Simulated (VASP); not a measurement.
```
GdN
1.0
    2.94000     0.00000     0.00000
    0.00000     2.94000     0.00000
    0.00000     0.00000     2.94000
Gd N
1 1
Direct
  0.00000   0.00000   0.00000
  0.50000   0.50000   0.50000
```

The base run (VASP): PBE GGA, plane waves, VASP's PBE PAW potentials (set 64). Run with 520 eV cut-off, 8×8×8 Γ-centred mesh, Gaussian smearing of 0.050 eV, potentials Gd_3 N.

The 4f electrons are frozen in the core of the lanthanide potential, so 4f levels, which can set the real gap, and their magnetism are missing.

One setting is varied; ΔE counts from the most expensive setting. The base run took about 6 core-seconds. Times come from single runs on busy shared machines, so they are rough: good to a factor of about 2.

The pressure holds a Pulay error that falls with the cut-off, as the column shows.

```
setting      cost over the base run  electronic steps  ΔE (meV/atom)  pressure (GPa)
-----------  ----------------------  ----------------  -------------  --------------
ENCUT = 300               about 1/2                12            2.2           -0.34
ENCUT = 350    within a factor of 2                14            6.3            8.92
ENCUT = 450    within a factor of 2                14            2.0           15.70
ENCUT = 550    within a factor of 2                14            3.2           16.35
ENCUT = 500    within a factor of 2                14            3.1           16.32
base run                  reference                12            3.3           16.41
ENCUT = 800    within a factor of 2                14            0.0           16.37
ENCUT = 750    within a factor of 2                13            0.3           16.31
```

Left out are runs that failed, have no time on record or changed the cell.

The structure was generated: GdN was put into the CsCl type (Pm-3m), which need not be its known phase. The cell was not relaxed at this level.
